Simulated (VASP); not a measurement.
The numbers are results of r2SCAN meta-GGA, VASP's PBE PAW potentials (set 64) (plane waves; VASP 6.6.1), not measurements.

Gaps are without spin-orbit coupling.

The volume per atom comes out as 17.27 Å³/atom and the band gap (over mesh and band path) comes out as 3.75 eV. The smallest direct gap (over mesh and band path) is 3.85 eV.

Which relaxed crystal gives these values?
A) SrO, Fm-3m (225)
B) ZnS, F-43m (216)
C) CaPbF6, Fm-3m (225)
D) CuI, P-3m1 (164)

A, SrO, Fm-3m (225)
